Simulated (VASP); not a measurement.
An input for Quantum ESPRESSO's pw.x (written as the equivalent of a VASP run, and not itself run):

```
&CONTROL
  calculation = 'vc-relax'
  pseudo_dir = './pseudo'
  outdir = './out'
  tprnfor = .true.
  tstress = .true.
  nstep = 60
  forc_conv_thr = 0.00078
/
&SYSTEM
  ibrav = 0
  nat = 3
  ntyp = 2
  ecutwfc = 84
  occupations = 'smearing'
  smearing = 'methfessel-paxton'
  degauss = 0.00735
  input_dft = 'vdw-df2-b86r'
/
&ELECTRONS
  conv_thr = 7.3e-08
  electron_maxstep = 100
/
&IONS
/
&CELL
/
ATOMIC_SPECIES
  Ti 47.867 Ti.upf
  S 32.060 S.upf
CELL_PARAMETERS angstrom
     1.6676333   -2.8884260    0.0000000
     1.6676333    2.8884260    0.0000000
    -0.0000000   -0.0000000    5.7211369
ATOMIC_POSITIONS crystal
  Ti   0.0000000  0.0000000  0.0000000
  S    0.3333330  0.6666670  0.2511290
  S    0.6666670  0.3333330  0.7488710
K_POINTS automatic
  10 10 5 0 0 0
```

Q: Translate this input to VASP (INCAR, KPOINTS, POSCAR, choice of POTCAR).

A: Several could match; the one computed here: 
### INCAR
```
# general
SYSTEM   = TiS2
PREC     = Accurate
ENCUT    = 520
LREAL    = .False.
LASPH    = .True.

# electronic loop
EDIFF    = 1E-6
NELM     = 100
ALGO     = Normal
LMAXMIX  = 4

# smearing
ISMEAR   = 1
SIGMA    = 0.1

# functional
GGA      = MK
LUSE_VDW = .True.
AGGAC    = 0.0
PARAM1   = 0.1234568
PARAM2   = 0.7114
ZAB_VDW  = -1.8867

# ions
IBRION   = 2
NSW      = 60
ISIF     = 3
EDIFFG   = -0.02

# output
LWAVE    = .False.
LCHARG   = .False.
```

File KPOINTS:
```
Automatic mesh
0
Gamma
10 10 5
0 0 0
```

File POSCAR:
```
TiS2
1.0
  1.6676333002  -2.8884259531   0.0000000000
  1.6676333002   2.8884259531   0.0000000000
  0.0000000000   0.0000000000   5.7211368701
Ti S
1 2
Cart
  0.0000000000   0.0000000000   0.0000000000
  1.6676333002   0.9628105767   1.4367430990
  1.6676333002  -0.9628105767   4.2843937711
```

POTCAR, in this order: Ti_sv S (PBE.64 set). Program: vasp_std.

What does not carry over: the potentials are each code's own (VASP's PAW set, PseudoDojo norm-conserving files in pw.x), so ENCUT and ecutwfc are chosen apart and not converted; conv_thr bounds pw.x's estimated SCF error, while EDIFF bounds the energy change between steps; forc_conv_thr acts on force components and is met together with etot_conv_thr.

The compound is TiS2 in the 1T layered structure. This run relaxes it. Symmetry was kept, so distortions that lower it aren't found.
